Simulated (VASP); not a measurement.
Input:

```
CELL_PARAMETERS angstrom
     -1.57033     1.57033     1.57033
      1.57033    -1.57033     1.57033
      1.57033     1.57033    -1.57033
ATOMIC_POSITIONS crystal
  W  0.00000 0.00000 0.00000
```

Method: r2SCAN meta-GGA, VASP's PBE PAW potentials (set 64) (plane waves; VASP). Settings: 520 eV cut-off, 16×16×16 Γ-centred mesh, first-order Methfessel-Paxton smearing of 0.10 eV, potentials W_sv.

Task: Give the stress tensor in GPa (positive for a compressed cell).

Result: 
```
10.07   0.00   0.00
 0.00  10.07   0.00
 0.00   0.00  10.07
```
The pressure is its mean diagonal, 10.07 GPa.

The compound is W in the bcc structure. This cell is one point of a volume scan, at 0.97 of the reference volume.
